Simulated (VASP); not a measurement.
**KLaHf2O6: single point with PBE**

Crystal: KLaHf2O6.

```
K La Hf O
1.0
     0.00000    4.13110    4.13110
     4.13110    0.00000    4.13110
     4.13110    4.13110    0.00000
K La Hf O
1 1 2 6
Direct
  0.00000 0.00000 0.00000
  0.50000 0.50000 0.50000
  0.25000 0.25000 0.25000
  0.75000 0.75000 0.75000
  0.50000 0.50000 0.00000
  0.00000 0.00000 0.50000
  0.00000 0.50000 0.50000
  0.50000 0.00000 0.00000
  0.50000 0.00000 0.50000
  0.00000 0.50000 0.00000
```

The cell comes from a database or a generator and needn't be the stable form of this composition.

```yaml
Program: VASP 6.6.1
Task: single point
Functional: PBE
Potentials_or_basis: VASP PAW PBE potentials, release 64 (K_sv, La, Hf_pv, O)
Cutoff: 520 eV
k_mesh: 4 × 4 × 4
Occupations: gaussian, width 0.01 eV
Spin: no spin polarisation
```

```json
{
 "Pressure": "-0.4 GPa",
 "Band gap on the k mesh": "2.60 eV, indirect (least direct gap 2.64 eV)"
}
```

Levels at points of the mesh, in eV from the valence-band top:
```
           k point  band 35  band 36  band 37  band 38  band 39  band 40  band 41  band 42
(0.00, 0.00, 0.00)    -0.33     0.00     0.00     0.00     2.82     2.83     2.83     2.83
(0.50, 0.00, 0.00)    -0.93    -0.62    -0.62    -0.31     2.71     2.77     2.77     2.82
(0.50, 0.50, 0.00)    -1.03    -0.54    -0.54    -0.04     2.60     2.76     2.77     2.77
```

It took 93 s on 1 thread of AMD EPYC 7R13 Processor (Zen 3), with other jobs on the host, peak memory 0.32 GiB.

Caveat: spin-orbit coupling is left out, which moves the levels of the heavy elements. A k mesh can miss the band edges.
